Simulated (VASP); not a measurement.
Given:

```
CELL_PARAMETERS angstrom
      0.00000     2.35694     2.35694
      2.35694     0.00000     2.35694
      2.35694     2.35694     0.00000
ATOMIC_POSITIONS crystal
  Zr 0.00000 0.00000 0.00000
  C  0.50000 0.50000 0.50000
```

All values below come from PW91 GGA, VASP's PBE PAW potentials (set 64) (plane waves; VASP). Settings: 520 eV cut-off, Gaussian smearing of 0.050 eV, potentials Zr_sv C.

### Question
Give the energies of bands 6 to 11 at the high-symmetry points, in eV from the Fermi level.

### Answer

```tsv
band	Γ	X	U	L	W
6	0.90	-2.08	-3.04	-5.27	-2.65
7	0.90	-1.75	-2.29	-2.94	-2.35
8	0.90	0.02	-1.59	-2.94	-2.35
9	1.04	0.02	1.46	4.39	3.22
10	1.04	4.35	4.77	4.39	3.22
11	1.04	5.53	5.28	5.22	5.54
```

It has no gap at this level: it comes out as a metal or semimetal.

The compound is ZrC in the rock salt structure. It was relaxed first.
